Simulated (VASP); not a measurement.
Method: rev-vdW-DF2, VASP's PBE PAW potentials (set 64) (plane waves; VASP 6.6.1).

VASP input:

File KPOINTS:
```
K-points
0
Gamma
  10 10 10
```

### INCAR
```
AGGAC = 0.0
ALGO = Normal
EDIFF = 1E-6
EDIFFG = -0.01
ENCUT = 520
GGA = MK
IBRION = 2
ISIF = 3
ISMEAR = 1
LASPH = .True.
LCHARG = .False.
LMAXMIX = 4
LREAL = .False.
LUSE_VDW = .True.
LWAVE = .False.
NELM = 100
NSW = 60
PARAM1 = 0.1234568
PARAM2 = 0.7114
PREC = Accurate
SIGMA = 0.1
SYSTEM = As
ZAB_VDW = -1.8867
```

### POSCAR
```
As
1.0
  3.6512985715  -1.9091624926  -0.0265917583
  3.6512985715   1.9091624926  -0.0265917583
  2.6760618146   0.0000000000   3.1330945079
As
2
Cart
  2.2828945336   0.0000000000   0.7046149183
  7.6957644240   0.0000000000   2.3752960730
```

POTCAR, in this order: As (PBE.64 set). Program: vasp_std.

Output of the run:

OSZICAR:
```
       N       E                     dE             d eps       ncg     rms          rms(c)
DAV:   1     0.335468214688E+02    0.33547E+02   -0.43884E+03  2088   0.930E+02
DAV:   2    -0.548215888507E+01   -0.39029E+02   -0.37835E+02  3301   0.120E+02
DAV:   3    -0.677273925962E+01   -0.12906E+01   -0.12612E+01  2396   0.269E+01
DAV:   4    -0.678019386914E+01   -0.74546E-02   -0.74530E-02  2600   0.210E+00
DAV:   5    -0.678021275421E+01   -0.18885E-04   -0.18885E-04  2379   0.980E-02    0.302E+00
DAV:   6    -0.677085658513E+01    0.93562E-02   -0.75563E-03  2342   0.663E-01    0.182E+00
DAV:   7    -0.676712921056E+01    0.37274E-02   -0.15391E-02  2290   0.971E-01    0.902E-02
DAV:   8    -0.676717618591E+01   -0.46975E-04   -0.49573E-04  2169   0.171E-01    0.326E-02
DAV:   9    -0.676720348681E+01   -0.27301E-04   -0.54689E-05  2382   0.633E-02    0.149E-02
DAV:  10    -0.676720296975E+01    0.51706E-06   -0.33246E-06  2292   0.123E-02
   1 F= -.67672030E+01 E0= -.67670158E+01  d E =-.676720E+01
```

### OUTCAR
```
------------------------ aborting loop because EDIFF is reached ----------------------------------------
  FORCE on cell =-STRESS in cart. coord.  units (eV):
  Direction    XX          YY          ZZ          XY          YZ          ZX
  --------------------------------------------------------------------------------------
  Total        0.0024905     -0.0039811     -0.0033646      0.0000000      0.0000000      0.0019975
  in kB        0.0907852     -0.1451199     -0.1226464      0.0000000      0.0000000      0.0728121
  external PRESSURE =      -0.0589937 kB  Pullay stress =       0.0000000 kB
  volume of cell :       43.95
      direct lattice vectors                 reciprocal lattice vectors
     3.651298571 -1.909162493 -0.026591758     0.136091034 -0.261894942 -0.116239079
     3.651298571  1.909162493 -0.026591758     0.136091034  0.261894942 -0.116239079
     2.676061815  0.000000000  3.133094508     0.002310112  0.000000000  0.317200134
 POSITION                                       TOTAL-FORCE (eV/Angst)
 -----------------------------------------------------------------------------------
      2.28289      0.00000      0.70461        -0.000884      0.000000     -0.000273
      7.69576      0.00000      2.37530         0.000884      0.000000      0.000273
 -----------------------------------------------------------------------------------
    total drift:                               -0.000000     -0.000000     -0.000000
  FREE ENERGIE OF THE ION-ELECTRON SYSTEM (eV)
  ---------------------------------------------------
  free  energy   TOTEN  =        -6.7672029698 eV

  energy  without entropy=       -6.7666413144  energy(sigma->0) =       -6.76701575

 reached required accuracy - stopping structural energy minimisation
```
(Selected blocks of OUTCAR.)

The compound is As in the a7 structure. It was relaxed first. The start is the result of an earlier pass.
